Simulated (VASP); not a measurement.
Method: revPBE GGA, VASP's PBE PAW potentials (set 64) (plane waves; VASP 6.6.1).

The input files of a VASP run:

**INCAR**
```
! general
SYSTEM  = Ni3Al
PREC    = Accurate
ENCUT   = 520   ! plane-wave cut-off (eV)
LREAL   = .FALSE.   ! projection in real space or not
LASPH   = .TRUE.

! electronic loop
EDIFF   = 1E-7   ! SCF stop (eV)
NELM    = 100
ALGO    = Normal   ! blocked Davidson
LMAXMIX = 4   ! l cut-off of mixed one-centre charges

! smearing
ISMEAR  = 1
SIGMA   = 0.1   ! width (eV)

! functional
GGA     = RE   ! revPBE

! spin
ISPIN   = 2
MAGMOM  = -0.0 3*0.3

! ions
ISIF    = 2   ! forces and stress, cell fixed

! output
LWAVE   = .FALSE.
LCHARG  = .FALSE.
LORBIT  = 10
```

### KPOINTS
```
Automatic mesh
0
Gamma
9 9 9
0 0 0
```

### POSCAR
```
Ni3Al
1
    3.5896905146     0.0000000000     0.0000000000
    0.0000000000     3.5896905146     0.0000000000
    0.0000000000     0.0000000000     3.5896905146
Al Ni
1 3
Direct
  0.0000000000   0.0000000000   0.0000000000
  0.0000000000   0.5000000000   0.5000000000
  0.5000000000   0.0000000000   0.5000000000
  0.5000000000   0.5000000000   0.0000000000
```

POTCAR, in this order: Al Ni (PBE.64 set). Program: vasp_std.

What will the output report for the number of irreducible k-points (NKPTS), largest plane-wave count, number of space-group operations, FFT grid (NGX, NGY, NGZ)?

```json
{
 "number of irreducible k-points (NKPTS)": "35",
 "largest_plane_wave_count": "1267",
 "number_of_space_group_operations": "48",
 "FFT grid (NGX, NGY, NGZ)": "28 × 28 × 28"
}
```

The compound is Ni3Al in the L1_2 structure. It was relaxed first.
